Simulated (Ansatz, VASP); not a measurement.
# In2O3 in two plane-wave programs, part 2 of 2

Wanted: the spread between two codes on one cell, functional and k mesh. The cell is taken from a series of runs on this material, whose earlier steps may have relaxed, scaled, displaced or heated it; both programs get it as it stands.

VASP 6.6.1 and Ansatz 0.2.0.

So far. Step 2 (VASP: single point, LDA, pair 1): The run ends at a pressure of -5.32 GPa, with forces up to 0.0035 eV/Å.

**5. VASP: single point, LDA, pair 2**

Level of this step: LDA; plane waves and PAW (In_d, O) (VASP).

A single point takes one fixed geometry, so differences don't come from the geometry; what else differs is listed under the comparison. The cell compared in this pair holds 137.80 Å³, against 128.01 Å³ for the pair before.

File INCAR:

```
SYSTEM = In2O3
PREC = Accurate
ENCUT = 600
EDIFF = 1E-06
NELM = 120
ISMEAR = -1
SIGMA = 0.02
LREAL = .FALSE.
ALGO = Normal
GGA = PW92
NBANDS = 54
LORBIT = 11
LWAVE = .FALSE.
LCHARG = .FALSE.
ISIF = 2
LASPH = .TRUE.
GGA_COMPAT = .FALSE.
EFERMI = MIDGAP
KPAR = 2
```

File POSCAR:

```
In2O3
1.0
    2.8258050000      1.6314792774      4.9817666667
   -2.8258050000      1.6314792774      4.9817666667
    0.0000000000     -3.2629585548      4.9817666667
In O
4 6
Direct
    0.3559016003      0.3559016003      0.3559016003
    0.1440983997      0.1440983997      0.1440983997
    0.6440983997      0.6440983997      0.6440983997
    0.8559016003      0.8559016003      0.8559016003
    0.5462500055      0.9537499945      0.2500000000
    0.2500000000      0.5462500055      0.9537499945
    0.9537499945      0.2500000000      0.5462500055
    0.4537499945      0.0462500055      0.7500000000
    0.7500000000      0.4537499945      0.0462500055
    0.0462500055      0.7500000000      0.4537499945
```

File KPOINTS:

```
Automatic mesh
0
Gamma
6 6 6
0 0 0
```

The projector-augmented-wave data sets are In_d and O (LDA family, release 64).

Command:

```bash
mpirun -np 2 vasp_std
```

Numbers of over 12 decimals in the logs are rounded to 6 here.

Output:

```text
[banner, memory and clock lines left out]
running    2 mpi-ranks, on    1 nodes
[...]
[... a notice as in an earlier step ...]

 LDA part: xc-table for (Slater(with rela. corr.)+PW92), standard interpolation
 POSCAR, INCAR and KPOINTS ok, starting setup
[...]
entering main loop
       N       E                     dE             d eps       ncg     rms          rms(c)
DAV:   1     0.128936459515E+04    0.12894E+04   -0.45102E+04  3572   0.251E+03
DAV:   2     0.206439468556E+03   -0.10829E+04   -0.10356E+04  3566   0.680E+02
DAV:   3    -0.489252637325E+02   -0.25536E+03   -0.24731E+03  3848   0.283E+02
DAV:   4    -0.720171565221E+02   -0.23092E+02   -0.22869E+02  4692   0.890E+01
[...]
DAV:  12    -0.630261470780E+02   -0.84935E-05   -0.62022E-05  4906   0.674E-02    0.223E-02
DAV:  13    -0.630261448115E+02    0.22665E-05   -0.11398E-05  4424   0.228E-02    0.883E-03
DAV:  14    -0.630261446904E+02    0.12117E-06   -0.22089E-06  2496   0.118E-02
   1 F= -.63026145E+02 E0= -.63026145E+02  d E =-.508950E-08
```

OUTCAR, selected parts (step 5):

```text
  Total      -13.7195008    -13.7195008    -11.6375726     -0.0000000     -0.0000000      0.0000000
  in kB     -159.5109525   -159.5109525   -135.3052353     -0.0000000     -0.0000000      0.0000000
  external PRESSURE =    -151.4423801 kB  Pullay stress =       0.0000000 kB

 POSITION                                       TOTAL-FORCE (eV/Angst)
 -----------------------------------------------------------------------------------
      0.00000      0.00000      5.31906         0.000000     -0.000000     -0.000241
      0.00000      0.00000      2.15359         0.000000     -0.000000      0.000241
      0.00000      0.00000      9.62624         0.000000      0.000000      0.000241
      0.00000      0.00000     12.79171         0.000000      0.000000     -0.000241
     -1.15152      1.63148      8.71809        -0.002791     -0.000000      0.000000
     -0.83714     -1.81298      8.71809         0.001395     -0.002417      0.000000
      1.98866      0.18150      8.71809         0.001395      0.002417      0.000000
      1.15152     -1.63148      6.22721         0.002791     -0.000000     -0.000000
      0.83714      1.81298      6.22721        -0.001395      0.002417      0.000000
     -1.98866     -0.18150      6.22721        -0.001395     -0.002417      0.000000
 -----------------------------------------------------------------------------------
    total drift:                                0.000000      0.000000      0.000000

  FREE ENERGIE OF THE ION-ELECTRON SYSTEM (eV)
  ---------------------------------------------------
  free  energy   TOTEN  =       -63.0261446904 eV

  energy  without entropy=      -63.0261446853  energy(sigma->0) =      -63.02614469

[... 1 part as in an earlier step ...]

[... 2 further parts left out ...]
[key lines of the parts left out:]
E-fermi :   4.6138
```

The run ends at a pressure of -15.14 GPa, with forces up to 0.0028 eV/Å.

**6. Ansatz: single point, LDA, pair 2**

The same cell, functional (in two slightly different forms), mesh and smearing now go to Ansatz, which takes its cutoff from its data sets.

The cell is taken from a series of runs on this material, whose earlier steps may have relaxed, scaled, displaced or heated it; both programs get it as it stands.

File input.yaml:

```yaml
crystal:
  lattice:
    - [2.825805, 1.6314792774, 4.9817666667]
    - [-2.825805, 1.6314792774, 4.9817666667]
    - [0.0, -3.2629585548, 4.9817666667]
  atoms:
    - { symbol: In, position: [0.3559016003, 0.3559016003, 0.3559016003] }
    - { symbol: In, position: [0.1440983997, 0.1440983997, 0.1440983997] }
    - { symbol: In, position: [0.6440983997, 0.6440983997, 0.6440983997] }
    - { symbol: In, position: [0.8559016003, 0.8559016003, 0.8559016003] }
    - { symbol: O, position: [0.5462500055, 0.9537499945, 0.25] }
    - { symbol: O, position: [0.25, 0.5462500055, 0.9537499945] }
    - { symbol: O, position: [0.9537499945, 0.25, 0.5462500055] }
    - { symbol: O, position: [0.4537499945, 0.0462500055, 0.75] }
    - { symbol: O, position: [0.75, 0.4537499945, 0.0462500055] }
    - { symbol: O, position: [0.0462500055, 0.75, 0.4537499945] }
kpoints:
  mp_grid: { grid: [6, 6, 6] }
  band_path:
    path:
      - [0.0, 0.0, 0.0]
      - [0.5, 0.5, 0.5]
      - [0.76183349, 0.23816651, 0.5]
      - [0.5, -0.23816651, 0.23816651]
      - [0.5, 0.0, 0.0]
      - [0.36908326, -0.36908326, 0.0]
      - [0.63091674, 0.0, 0.36908326]
      - [0.5, 0.0, 0.5]
      - [0.3, 0.0, 0.0]
    npoints: 1
hamiltonian:
  xc: lda
  pseudopotentials: { kind: paw, azcp: { folder: soft_1 }, xc_functional: pbe }
scf:
  occupations: { method: fermi_dirac, width: 0.02 }
  n_extra_bands: 7
output:
  eigenvalues: true
  forces: true
  stress: true
```

Command:

```bash
ansatz run input.yaml --threads 4 --pin off --max-ram 138240MiB --backend cuda --events-out ev --progress --plain --runs-dir out --devices 1 --max-vram 26GiB
```

Output:

```text
[...]
GPUs: using 1 of 1 available (devices: 1).
[...]
GPU FFT provider: cuFFT
GPU libraries: cuBLAS 13.8.2, cuFFT 12.4.0, cuSOLVER 12.3.4
Crystal: 10 atoms, lattice volume = 137.803 Å³
Basis set: ecut = 420 eV, 2699 PW (Γ)
Bands: 51, of which v1, the nominal top of the filled ones, is band 44 counted from 1 (43 counted from 0)
Symmetry: 12 space group operations
[...]
k-point 0: bands = [... 40 lower, 7.1047, 7.1047, 7.2214, 7.2214, 7.9270, 12.2688, 12.6302, 13.7949, ... 3 higher]
  k-point 1: bands = [... 40 lower, 7.0284, 7.0797, 7.1662, 7.2853, 8.8918, 12.5096, 12.5119, 13.5322, ... 3 higher]
  k-point 2: bands = [... 40 lower, 6.7605, 6.8246, 7.2112, 7.3319, 10.2599, 12.3329, 12.5235, 12.8503, ... 3 higher]
  k-point 31: bands = [... 40 lower, 7.1373, 7.1373, 7.1373, 7.1373, 11.0564, 11.0564, 13.4745, 13.4745, ... 3 higher]
[key lines of the parts left out:]
SCF converged after 8 iterations
Free energy (F): -25160.867541 eV
Fermi energy:    7.659111 eV
P = ⅓ Tr σ = -15.3919 GPa (-153.919 kbar)
```

**7. Side by side**

Both answers:

| quantity | Ansatz | VASP | difference |
| --- | --- | --- | --- |
| pressure (GPa) | -15.39 | -15.14 | -0.25 |
| gap on the k mesh (eV) | 0.592 | 0.617 | -0.025 |

The largest component of a force difference here is 2 meV/Å. A gap on the mesh is an upper bound, since the band edges may lie between its points.

**8. VASP: single point, LDA, pair 3**

A single point takes one fixed geometry, so differences don't come from the geometry; what else differs is listed under the comparison. The cell compared in this pair holds 128.00 Å³, against 137.80 Å³ for the pair before.

INCAR is that of step 5.

File POSCAR:

```
In2O3
1.0
    2.7846525000      1.5839604635      4.8366666667
   -2.7846525000      1.5839604635      4.8366666667
    0.0000000000     -3.1679209270      4.8366666667
In O
4 6
Direct
    0.3561307476      0.3573184388      0.3583730338
    0.1426815612      0.1438692524      0.1416269662
    0.6438692524      0.6426815612      0.6416269662
    0.8573184388      0.8561307476      0.8583730338
    0.5450590410      0.9549409590      0.2500000000
    0.2497105871      0.5461819044      0.9534228160
    0.9538180956      0.2502894129      0.5465771840
    0.4549409590      0.0450590410      0.7500000000
    0.7502894129      0.4538180956      0.0465771840
    0.0461819044      0.7497105871      0.4534228160
```

KPOINTS is that of step 5.

Command:

```bash
mpirun -np 2 vasp_std
```

Output:

```text
[... set-up lines as in an earlier step ...]
 entering main loop
       N       E                     dE             d eps       ncg     rms          rms(c)
DAV:   1     0.132032556644E+04    0.13203E+04   -0.45215E+04  7524   0.258E+03
DAV:   2     0.210420596257E+03   -0.11099E+04   -0.10633E+04  7576   0.695E+02
DAV:   3    -0.496127820732E+02   -0.26003E+03   -0.25123E+03  8028   0.289E+02
DAV:   4    -0.728106848079E+02   -0.23198E+02   -0.22982E+02 10088   0.914E+01
[...]
DAV:  11    -0.636443048005E+02   -0.15253E-03   -0.14066E-03  9872   0.261E-01    0.608E-02
DAV:  12    -0.636442928635E+02    0.11937E-04   -0.11550E-04 10752   0.595E-02    0.176E-02
DAV:  13    -0.636442934951E+02   -0.63157E-06   -0.87361E-06  8584   0.210E-02
   1 F= -.63644293E+02 E0= -.63644293E+02  d E =-.158469E-12
```

From OUTCAR (step 8):

```text
  Total       -5.6007328     -3.9487210     -3.5885835      0.0000000     -0.0807133      0.0000000
  in kB      -70.1039815    -49.4258650    -44.9180491      0.0000000     -1.0102830      0.0000000
  external PRESSURE =     -54.8159652 kB  Pullay stress =       0.0000000 kB

 POSITION                                       TOTAL-FORCE (eV/Angst)
 -----------------------------------------------------------------------------------
     -0.00331     -0.00522      5.18405         0.002687     -0.003871     -0.000896
     -0.00331      0.00522      2.07095         0.002687      0.003871      0.000896
      0.00331      0.00522      9.32595        -0.002687      0.003871      0.000896
      0.00331     -0.00522     12.43905        -0.002687     -0.003871     -0.000896
     -1.14138      1.58396      8.46417        -0.001751     -0.000000      0.000000
     -0.82557     -1.75971      8.46086        -0.000555     -0.005884      0.002747
      1.95908      0.17575      8.46748        -0.000555      0.005884     -0.002747
      1.14138     -1.58396      6.04583         0.001751      0.000000      0.000000
      0.82557      1.75971      6.04914         0.000555      0.005884     -0.002747
     -1.95908     -0.17575      6.04252         0.000555     -0.005884      0.002747
 -----------------------------------------------------------------------------------
    total drift:                               -0.000000      0.000000      0.000000

  FREE ENERGIE OF THE ION-ELECTRON SYSTEM (eV)
  ---------------------------------------------------
  free  energy   TOTEN  =       -63.6442934951 eV

  energy  without entropy=      -63.6442934950  energy(sigma->0) =      -63.64429350

[... 3 further parts left out ...]
[key lines of the parts left out:]
E-fermi :   5.6742
```

The run ends at a pressure of -5.48 GPa, with forces up to 0.0065 eV/Å.

**9. Ansatz: single point, LDA, pair 3**

The same cell, functional (in two slightly different forms), mesh and smearing now go to Ansatz, which takes its cutoff from its data sets.

The cell is taken from a series of runs on this material, whose earlier steps may have relaxed, scaled, displaced or heated it; both programs get it as it stands.

input.yaml, the sections that differ from step 6:

```yaml
crystal:
  lattice:
    - [2.7846525, 1.5839604635, 4.8366666667]
    - [-2.7846525, 1.5839604635, 4.8366666667]
    - [0.0, -3.167920927, 4.8366666667]
  atoms:
    - { symbol: In, position: [0.3561307476, 0.3573184388, 0.3583730338] }
    - { symbol: In, position: [0.1426815612, 0.1438692524, 0.1416269662] }
    - { symbol: In, position: [0.6438692524, 0.6426815612, 0.6416269662] }
    - { symbol: In, position: [0.8573184388, 0.8561307476, 0.8583730338] }
    - { symbol: O, position: [0.545059041, 0.954940959, 0.25] }
    - { symbol: O, position: [0.2497105871, 0.5461819044, 0.953422816] }
    - { symbol: O, position: [0.9538180956, 0.2502894129, 0.546577184] }
    - { symbol: O, position: [0.454940959, 0.045059041, 0.75] }
    - { symbol: O, position: [0.7502894129, 0.4538180956, 0.046577184] }
    - { symbol: O, position: [0.0461819044, 0.7497105871, 0.453422816] }
# kpoints, hamiltonian, scf, output: as in step 6
```

Command:

```bash
ansatz run input.yaml --threads 4 --pin off --max-ram 138240MiB --backend cuda --events-out ev --progress --plain --runs-dir out --devices 1 --max-vram 26GiB
```

Output:

```text
[...]
GPUs: using 1 of 1 available (devices: 1).
[...]
GPU FFT provider: cuFFT
GPU libraries: cuBLAS 13.8.2, cuFFT 12.4.0, cuSOLVER 12.3.4
Crystal: 10 atoms, lattice volume = 128.001 Å³
Basis set: ecut = 420 eV, 2505 PW (Γ)
Bands: 51, of which v1, the nominal top of the filled ones, is band 44 counted from 1 (43 counted from 0)
Symmetry: 4 space group operations
[...]
k-point 0: bands = [... 40 lower, 8.1473, 8.1638, 8.3285, 8.3694, 9.4775, 13.6731, 14.3502, 15.3507, ... 3 higher]
  k-point 1: bands = [... 40 lower, 8.1465, 8.1813, 8.2134, 8.3603, 10.3883, 13.9770, 14.2267, 15.0898, ... 3 higher]
  k-point 2: bands = [... 40 lower, 7.7916, 7.8969, 8.2764, 8.4174, 11.7977, 14.0251, 14.1697, 14.4182, ... 3 higher]
  k-point 67: bands = [... 40 lower, 8.1868, 8.1868, 8.2339, 8.2339, 12.6066, 12.6066, 15.2515, 15.2515, ... 3 higher]
[key lines of the parts left out:]
SCF converged after 8 iterations
Free energy (F): -25161.525594 eV
Fermi energy:    8.976219 eV
P = ⅓ Tr σ = -5.8801 GPa (-58.801 kbar)
```

**10. Differences**

Both answers:

| quantity | Ansatz | VASP | difference |
| --- | --- | --- | --- |
| pressure (GPa) | -5.88 | -5.48 | -0.40 |
| gap on the k mesh (eV) | 1.058 | 1.083 | -0.025 |

The largest component of a force difference here is 6 meV/Å. A gap on the mesh is an upper bound, since the band edges may lie between its points.

**11. What came out**

- difference in gap on the k mesh (single point, LDA, pair 1): -0.025 eV
- difference in gap on the k mesh (single point, LDA, pair 2): -0.025 eV
- difference in gap on the k mesh (single point, LDA, pair 3): -0.025 eV

**Reading.** The difference in gap on the k mesh is -0.025 eV (single point, LDA, pair 1), within the 0.08 eV picked in this series as the mark of a large difference. Such differences can come from data sets, numerical settings and the points named under the comparisons, not from the functional's error against experiment.

[Lines on the potential files, build, host, timing and source positions are cut from VASP's logs without a mark.]

[Logs are printed without paths, hosts, clocks, repeated set-up lines and the standing remarks that a program may print on its own settings, such as how far it seeks lower states.]

[Hosts, paths, dates, database ids (printed as entryN), source tags and the programs' standing remarks are cut or masked in the printed files.]
